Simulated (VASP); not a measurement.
Crystal: WC.

```xyz
2
Lattice="2.9065 0.0000 0.0000 -1.4532 2.5171 0.0000 0.0000 0.0000 2.8366" Properties=species:S:1:pos:R:3 pbc="T T T"
W     0.0000    0.0000    0.0000
C     1.4533    0.8390    1.4183
```

```yaml
Program: VASP 6.6.1
Task: relaxation of cell and atoms
Functional: PBE
Potentials_or_basis: VASP PAW PBE potentials, release 64 (W_sv, C)
Cutoff: 520 eV
k_mesh: 18 × 18 × 14
Occupations: gaussian, width 0.1 eV
Spin: no spin polarisation
```

At the start: pressure 6.7 GPa; volume 10.38 Å³/atom.

Q: How do energy, volume and symmetry change on relaxing?

A: Over 3 steps the energy falls by 3.6 meV/atom and the volume is 10.55 Å³/atom (+1.7 %); space group P-6m2 (No. 187, to 0.05 Å).

The path:
```csv
step,energy change (eV),largest force (eV/Å),pressure (GPa),volume (Å³)
1,0.0000,0.0000,6.71,20.75
2,0.0438,0.0000,-15.95,22.08
3,-0.0072,0.0000,-0.10,21.11
```

Final structure:
```
W C
1.0
     2.92298    0.00000    0.00000
    -1.46149    2.53137    0.00000
     0.00000    0.00000    2.85282
W C
1 1
Cartesian
  0.0000 0.0000 0.0000
  1.4615 0.8438 1.4264
```
